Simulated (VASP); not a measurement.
Data:

```
CELL_PARAMETERS angstrom
      2.50045     0.00000     0.00000
      0.00000     2.50045     0.00000
      0.00000     0.00000     3.53549
ATOMIC_POSITIONS crystal
  C  0.00000 0.00000 0.00000
  C  0.50000 0.00000 0.25000
  C  0.50000 0.50000 0.50000
  C  0.00000 0.50000 0.75000
```

Calculation: LDA (Ceperley-Alder, Perdew-Zunger), VASP's LDA PAW potentials (set 64) (plane waves; VASP). Numerical set-up: 520 eV cut-off, 8×8×6 Γ-centred mesh, Gaussian smearing of 0.050 eV, potentials C.

Q: Predict the energy per atom (σ→0).

A: 
| Item | Result |
|---|---|
| energy per atom (σ→0) | -10.123 eV/atom |

Total energies compare only between runs with the same potentials, cut-off and functional.

The compound is C in the diamond structure. It was relaxed first. The start is the result of an earlier pass.
